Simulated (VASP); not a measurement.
VASP input:

### KPOINTS
```
Automatic mesh
0
gamma
 8 8 8
```

**POSCAR**
```
Ni3Si
1
    3.5100000000     0.0000000000     0.0000000000
    0.0000000000     3.5100000000     0.0000000000
    0.0000000000     0.0000000000     3.5100000000
Si Ni
1 3
Direct
  0.0000000000   0.0000000000   0.0000000000
  0.0000000000   0.5000000000   0.5000000000
  0.5000000000   0.0000000000   0.5000000000
  0.5000000000   0.5000000000   0.0000000000
```

INCAR:
```
ALGO=Normal
EDIFF=1E-6
EDIFFG=-0.02
ENCUT=520
GGA=91
IBRION=2
ISIF=3
ISMEAR=1
LASPH=.TRUE.
LCHARG=.FALSE.
LMAXMIX=4
LREAL=.FALSE.
LWAVE=.FALSE.
NELM=100
NSW=60
PREC=Accurate
SIGMA=0.1
SYSTEM=Ni3Si
```

POTCAR, in this order: Si Ni (PBE.64 set). Program: vasp_std.

Problem. Write an equivalent input for Quantum ESPRESSO's pw.x.

Solution. One equivalent input (not run):
```
&CONTROL
  calculation = 'vc-relax'
  pseudo_dir = './pseudo'
  outdir = './out'
  tprnfor = .true.
  tstress = .true.
  nstep = 60
  forc_conv_thr = 0.00078
/
&SYSTEM
  ibrav = 0
  nat = 4
  ntyp = 2
  ecutwfc = 98
  occupations = 'smearing'
  smearing = 'methfessel-paxton'
  degauss = 0.00735
  input_dft = 'pw91'
/
&ELECTRONS
  conv_thr = 7.3e-08
  electron_maxstep = 100
/
&IONS
/
&CELL
/
ATOMIC_SPECIES
  Si 28.085 Si.upf
  Ni 58.693 Ni.upf
CELL_PARAMETERS angstrom
     3.5100000    0.0000000    0.0000000
     0.0000000    3.5100000    0.0000000
     0.0000000    0.0000000    3.5100000
ATOMIC_POSITIONS crystal
  Si   0.0000000  0.0000000  0.0000000
  Ni   0.0000000  0.5000000  0.5000000
  Ni   0.5000000  0.0000000  0.5000000
  Ni   0.5000000  0.5000000  0.0000000
K_POINTS automatic
  8 8 8 0 0 0
```
Limits of the translation: the potentials are each code's own (VASP's PAW set, PseudoDojo norm-conserving files in pw.x), so ENCUT and ecutwfc are chosen apart and not converted; conv_thr bounds pw.x's estimated SCF error, while EDIFF bounds the energy change between steps; forc_conv_thr acts on force components and is met together with etot_conv_thr.

The compound is Ni3Si in the L1_2 structure. The cell was not relaxed at this level. The start is the result of an earlier pass.
